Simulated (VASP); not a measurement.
Runs of VASP 6.6.1 on SbW2. The structure is cubic, space group Fm-3m (No. 225). Conventional cell: a = 6.266 Å, b = 6.266 Å, c = 6.266 Å, α = 90.00°, β = 90.00°, γ = 90.00°. Sb (site symmetry m-3m) has 8 W at 2.71 Å as nearest neighbours. W (site symmetry -43m) is surrounded by 4 Sb at 2.71 Å. The cell was built by a generator and needn't be a form met in nature.

```tsv
level	potentials or basis	pressure (GPa)	relaxed volume (Å³/atom)
vdW-DF-cx	VASP PAW PBE potentials, release 64 (Sb, W_sv)	-0.1	20.05
PBEsol	VASP PAW PBE potentials, release 64 (Sb, W_sv)	-0.1	19.92
BLYP	VASP PAW PBE potentials, release 64 (Sb, W_sv)	0.0	21.55
AM05	VASP PAW PBE potentials, release 64 (Sb, W_sv)	-0.1	(a)
rev-vdW-DF2	VASP PAW PBE potentials, release 64 (Sb, W_sv)	0.0	20.29
RPBE	VASP PAW PBE potentials, release 64 (Sb, W_sv)	0.0	20.83
revPBE	VASP PAW PBE potentials, release 64 (Sb, W_sv)	0.0	20.74
LDA	VASP PAW LDA potentials, release 64 (Sb, W_sv)	0.0	(b)
```

Alike in all rows: task relaxation of cell and atoms; no spin polarisation; cell relaxed; k mesh 7 × 7 × 7; cutoff (eV) 600; smearing fermi-dirac 0.05 eV.

Question: Fill in the values left out.

Answer: (a) 19.81; (b) 19.58.

Caveats: the PAW data sets were made with another functional, which shifts forces and pressure a little (some runs).
